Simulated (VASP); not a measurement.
Output of a VASP run:

**OUTCAR**
```
 ion  position               nearest neighbor table
   1  0.000  0.000  0.000-   2 2.27   2 2.27   2 2.27   2 2.27   2 2.27   2 2.27
   2  0.500  0.500  0.500-   1 2.27   1 2.27   1 2.27   1 2.27   1 2.27   1 2.27
  LATTYP: Found a face centered cubic cell.
 ALAT       =     4.5323833718
 Subroutine PRICEL returns:
 Original cell was already a primitive cell.
 Subroutine GETGRP returns: Found 48 space group operations
The static configuration has the point symmetry O_h .
The dynamic configuration has the point symmetry O_h .
 Subroutine INISYM returns: Found 48 space group operations
 Subroutine IBZKPT returns following result:
 Found     84 irreducible k-points:

 Following reciprocal coordinates:
            Coordinates               Weight
  0.000000  0.000000  0.000000      1.000000
  0.076923  0.000000  0.000000      8.000000
  0.153846  0.000000  0.000000      8.000000
  0.230769  0.000000  0.000000      8.000000
  0.307692  0.000000  0.000000      8.000000
  0.384615  0.000000  0.000000      8.000000
  0.461538  0.000000  0.000000      8.000000
  0.076923  0.076923  0.000000      6.000000
  0.153846  0.076923  0.000000     24.000000
  0.230769  0.076923  0.000000     24.000000
  0.307692  0.076923  0.000000     24.000000
  0.384615  0.076923  0.000000     24.000000
  0.461538  0.076923  0.000000     24.000000
 -0.461538  0.076923  0.000000     24.000000
 -0.384615  0.076923  0.000000     24.000000
 -0.307692  0.076923  0.000000     24.000000
 -0.230769  0.076923  0.000000     24.000000
 -0.153846  0.076923  0.000000     24.000000
 -0.076923  0.076923  0.000000     12.000000
  0.153846  0.153846  0.000000      6.000000
  0.230769  0.153846  0.000000     24.000000
  0.307692  0.153846  0.000000     24.000000
  0.384615  0.153846  0.000000     24.000000
  0.461538  0.153846  0.000000     24.000000
 -0.461538  0.153846  0.000000     24.000000
 -0.384615  0.153846  0.000000     24.000000
 -0.307692  0.153846  0.000000     24.000000
 -0.230769  0.153846  0.000000     24.000000
 -0.153846  0.153846  0.000000     12.000000
  0.230769  0.230769  0.000000      6.000000
  0.307692  0.230769  0.000000     24.000000
  0.384615  0.230769  0.000000     24.000000
  0.461538  0.230769  0.000000     24.000000
 -0.461538  0.230769  0.000000     24.000000
 -0.384615  0.230769  0.000000     24.000000
 -0.307692  0.230769  0.000000     24.000000
 -0.230769  0.230769  0.000000     12.000000
  0.307692  0.307692  0.000000      6.000000
  0.384615  0.307692  0.000000     24.000000
  0.461538  0.307692  0.000000     24.000000
   k-points           NKPTS =     84   k-points in BZ     NKDIM =     84   number of bands    NBANDS=     11
   number of dos      NEDOS =    301   number of ions     NIONS =      2
   total plane-waves  NPLWV =  13824
   dimension x,y,z NGX =    24 NGY =   24 NGZ =   24
   dimension x,y,z NGXF=    48 NGYF=   48 NGZF=   48
   ions per type =               1   1
   PREC   = accura    normal or accurate (medium, high low for compatibility)
   ISTART =      0    job   : 0-new  1-cont  2-samecut
   ICHARG =      2    charge: 1-file 2-atom 10-const
   ISPIN  =      1    spin polarized calculation?
   LNONCOLLINEAR =      F non collinear calculations
   LSORBIT =      F    spin-orbit coupling
   INIWAV =      1    electr: 0-lowe 1-rand  2-diag
   ENCUT  =  520.0 eV  38.22 Ry    6.18 a.u.   5.96  5.96  5.96*2*pi/ulx,y,z
   NELM   =    100;   NELMIN=  2; NELMDL= -5     # of ELM steps
   EDIFF  = 0.1E-05   stopping-criterion for ELM
   LREAL  =      F    real-space projection
   NLSPLINE    = F    spline interpolate recip. space projectors
   LMAXMIX     =    4 max onsite mixed and CHGCAR
   VOSKOWN=      0    Vosko Wilk Nusair interpolation
   EDIFFG = -.1E-01   stopping-criterion for IOM
   NSW    =     60    number of steps for IOM
   NBLOCK =      1;   KBLOCK =     60    inner block; outer block
   IBRION =      2    ionic relax: 0-MD 1-quasi-New 2-CG
...
```

**OSZICAR**
```
       N       E                     dE             d eps       ncg     rms          rms(c)
DAV:   1     0.975222686025E+02    0.97522E+02   -0.77790E+03  1848   0.150E+03
DAV:   2    -0.118245171742E+02   -0.10935E+03   -0.10626E+03  1881   0.358E+02
DAV:   3    -0.184740982206E+02   -0.66496E+01   -0.64071E+01  2697   0.867E+01
DAV:   4    -0.187850128676E+02   -0.31091E+00   -0.31006E+00  2349   0.169E+01
DAV:   5    -0.187984779073E+02   -0.13465E-01   -0.13460E-01  2620   0.295E+00    0.150E+01
DAV:   6    -0.152362152316E+02    0.35623E+01   -0.23150E+01  2222   0.560E+01    0.354E+00
DAV:   7    -0.151684840516E+02    0.67731E-01   -0.13780E+00  2220   0.157E+01    0.251E+00
DAV:   8    -0.151758538582E+02   -0.73698E-02   -0.83182E-02  2369   0.330E+00    0.431E-01
DAV:   9    -0.151769500974E+02   -0.10962E-02   -0.12914E-02  2546   0.138E+00    0.250E-01
DAV:  10    -0.151769881740E+02   -0.38077E-04   -0.30325E-04  2355   0.200E-01    0.220E-01
DAV:  11    -0.151767947661E+02    0.19341E-03   -0.88240E-04  2341   0.371E-01    0.211E-02
DAV:  12    -0.151767919612E+02    0.28050E-05   -0.22751E-05  2546   0.472E-02    0.141E-02
DAV:  13    -0.151767915457E+02    0.41545E-06   -0.65805E-06  2459   0.414E-02
   1 F= -.15176792E+02 E0= -.15176399E+02  d E =-.151768E+02
```

### OUTCAR
```
------------------------ aborting loop because EDIFF is reached ----------------------------------------
  FORCE on cell =-STRESS in cart. coord.  units (eV):
  Direction    XX          YY          ZZ          XY          YZ          ZX
  --------------------------------------------------------------------------------------
  Total       -0.0150163     -0.0150163     -0.0150163      0.0000000      0.0000000     -0.0000000
  in kB       -1.0336023     -1.0336023     -1.0336023      0.0000000      0.0000000     -0.0000000
  external PRESSURE =      -1.0336023 kB  Pullay stress =       0.0000000 kB
  volume of cell :       23.28
      direct lattice vectors                 reciprocal lattice vectors
     0.000000000  2.266191686  2.266191686    -0.220634469  0.220634469  0.220634469
     2.266191686  0.000000000  2.266191686     0.220634469 -0.220634469  0.220634469
     2.266191686  2.266191686  0.000000000     0.220634469  0.220634469 -0.220634469
 POSITION                                       TOTAL-FORCE (eV/Angst)
 -----------------------------------------------------------------------------------
      0.00000      0.00000      0.00000        -0.000000      0.000000      0.000000
      2.26619      2.26619      2.26619         0.000000     -0.000000     -0.000000
 -----------------------------------------------------------------------------------
    total drift:                                0.000000     -0.000000     -0.000000
  FREE ENERGIE OF THE ION-ELECTRON SYSTEM (eV)
  ---------------------------------------------------
  free  energy   TOTEN  =       -15.1767915457 eV

  energy  without entropy=      -15.1756136411  energy(sigma->0) =      -15.17639891

 reached required accuracy - stopping structural energy minimisation
```
(Selected blocks of OUTCAR.)

**POSCAR**
```
TiB
1
   -0.0000000000     2.2661916859     2.2661916859
    2.2661916859    -0.0000000000     2.2661916859
    2.2661916859     2.2661916859     0.0000000000
Ti B
1 1
Direct
  0.0000000000   0.0000000000   0.0000000000
  0.5000000000   0.5000000000   0.5000000000
```

**Question.** Reconstruct the remaining input files.

**Answer.** This is not unique; one that fits is the input of the run itself, PBE GGA, plane waves, VASP's PBE PAW potentials (set 64).

KPOINTS:
```
kpoints
0
Gamma
  13 13 13
0 0 0
```

INCAR:
```
ALGO = Normal
EDIFF = 1E-6
EDIFFG = -0.01
ENCUT = 520
GGA = PE
IBRION = 2
ISIF = 3
ISMEAR = 1
LASPH = .TRUE.
LCHARG = .FALSE.
LMAXMIX = 4
LREAL = .FALSE.
LWAVE = .FALSE.
NELM = 100
NSW = 60
PREC = Accurate
SIGMA = 0.1
SYSTEM = TiB
```

POTCAR, in this order: Ti_sv B (PBE.64 set). Program: vasp_std.

The structure was generated: TiB was put into the rock salt type (Fm-3m), which need not be its known phase. It was relaxed first, which changed the volume by -36 %. The start is the result of an earlier pass. The electron count is odd and the run is not spin-polarised, which forces a metal.
